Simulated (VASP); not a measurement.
Calculation: LDA (Ceperley-Alder, Perdew-Zunger), VASP's LDA PAW potentials (set 64) (plane waves; VASP).

Input for VASP

POSCAR:
```
CsBr
1
    3.9355362443     0.0000000000     0.0000000000
   -0.0000000000     3.9355362443     0.0000000000
    0.0000000000    -0.0000000000     3.9355362443
Cs Br
1 1
Direct
  0.0000000000   0.0000000000   0.0000000000
  0.5000000000   0.5000000000   0.5000000000
```

**INCAR**
```
SYSTEM  =  CsBr
PREC  =  Accurate; ENCUT  =  500; LREAL  =  .False.
LASPH  =  .True.
EDIFF  =  1E-6; NELM  =  100; ALGO  =  Normal
LMAXMIX  =  4
ISMEAR  =  0; SIGMA  =  0.05
IBRION  =  2; NSW  =  40; ISIF  =  3
EDIFFG  =  -0.02; PSTRESS  =  50
LWAVE  =  .False.; LCHARG  =  .False.
```

KPOINTS:
```
Automatic mesh
0
G
 7 7 7
0 0 0
```

POTCAR, in this order: Cs_sv Br (LDA.64 set). Program: vasp_std.

What will the output report for the number of irreducible k-points (NKPTS), largest plane-wave count, number of space-group operations, FFT grid (NGX, NGY, NGZ)?

```
Item                                           Value
--------------------------------------  ------------
number of irreducible k-points (NKPTS)            20
largest plane-wave count                        1562
number of space-group operations                  48
FFT grid (NGX, NGY, NGZ)                30 × 30 × 30
```

The compound is CsBr in the CsCl type structure. It was relaxed first under an external pressure of 5 GPa.
